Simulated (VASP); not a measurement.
Crystal: BeCd2S3.

```
Be Cd S
1.0
     4.22688    0.00000    0.00000
    -2.11344    3.66059    0.00000
     0.00000    0.00000    9.65067
Be Cd S
1 2 3
Cartesian
  0.0000 0.0000 4.8253
  0.0000 0.0000 2.7300
  0.0000 0.0000 6.9207
  0.0000 2.4404 4.8253
  2.1134 1.2202 4.8253
  0.0000 0.0000 0.0000
```

The cell was built by a generator and needn't be a form met in nature.

* Program: VASP 6.6.1
* Task: relaxation of cell and atoms
* Functional: PBE
* Potentials or basis: VASP PAW PBE potentials, release 64 (Be, Cd, S)
* Cutoff: 520 eV
* k mesh: 4 × 4 × 2
* Occupations: gaussian, width 0.15 eV
* Spin: no spin polarisation

At the start: pressure 3.0 GPa; volume 24.89 Å³/atom.

Problem. Where does the relaxation end?

Solution. Over 9 steps the energy falls by 217.0 meV/atom and the volume is 25.25 Å³/atom (+1.4 %); space group P6/mmm (No. 191, to 0.05 Å).

The path:
```tsv
step	energy change (eV)	largest force (eV/Å)	pressure (GPa)	volume (Å³)
1	0.0000	3.8101	3.03	149.32
2	-0.9467	1.4343	-1.52	159.70
3	-1.0554	0.6538	-2.78	166.27
4	-1.2880	0.0016	-0.89	156.01
5	-1.2950	0.1603	-0.46	154.47
6	-1.2952	0.1884	-0.49	154.19
7	-1.2951	0.2148	-0.41	153.95
8	-1.3012	0.0939	-0.14	152.46
9	-1.3019	0.0107	0.07	151.49
```

Final structure:
```xyz
6
Lattice="4.2406 0.0000 0.0000 -2.1203 3.6725 0.0000 0.0000 0.0000 9.7271" Properties=species:S:1:pos:R:3 pbc="T T T"
Be    0.0000    0.0000    4.8635
Cd    4.2406    0.0000    2.3911
Cd    0.0000    0.0000    7.3360
S     0.0000    2.4483    4.8635
S     2.1203    1.2242    4.8635
S     0.0000    0.0000    0.0000
```

Caveat: the k mesh is coarse (spacing up to 0.43 Å⁻¹), so the values aren't converged.
